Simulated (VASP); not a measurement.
Data:

```
CELL_PARAMETERS angstrom
     -1.63326     1.63326     1.63326
      1.63326    -1.63326     1.63326
      1.63326     1.63326    -1.63326
ATOMIC_POSITIONS crystal
  Nb 0.00000 0.00000 0.00000
```

Calculation: PBEsol GGA with spin-orbit coupling, VASP's PBE PAW potentials (set 64) (plane waves; VASP 6.6.1). Run with 400 eV cut-off, 14×14×14 Γ-centred mesh, Gaussian smearing of 0.050 eV, potentials Nb_sv.

Task: Give the energies of bands 9 to 19 at the high-symmetry points, in eV from the Fermi level.

Result: 
| band | Γ | H | N | P |
|---|---|---|---|---|
| 9 | -6.03 | -3.95 | -3.90 | -1.25 |
| 10 | -6.03 | -3.95 | -3.90 | -1.25 |
| 11 | 0.30 | -3.95 | -1.79 | -1.08 |
| 12 | 0.30 | -3.95 | -1.79 | -1.08 |
| 13 | 0.30 | 5.80 | 2.43 | -1.08 |
| 14 | 0.30 | 5.80 | 2.43 | -1.08 |
| 15 | 0.41 | 5.80 | 3.41 | 4.27 |
| 16 | 0.41 | 5.80 | 3.41 | 4.27 |
| 17 | 3.36 | 5.96 | 4.13 | 4.27 |
| 18 | 3.36 | 5.96 | 4.13 | 4.27 |
| 19 | 3.36 | 8.89 | 6.67 | 9.71 |

It has no gap at this level: it comes out as a metal or semimetal.

The structure comes from a measured Nb entry (Im-3m) of the Crystallography Open Database, whose conditions weren't checked. It was relaxed first.
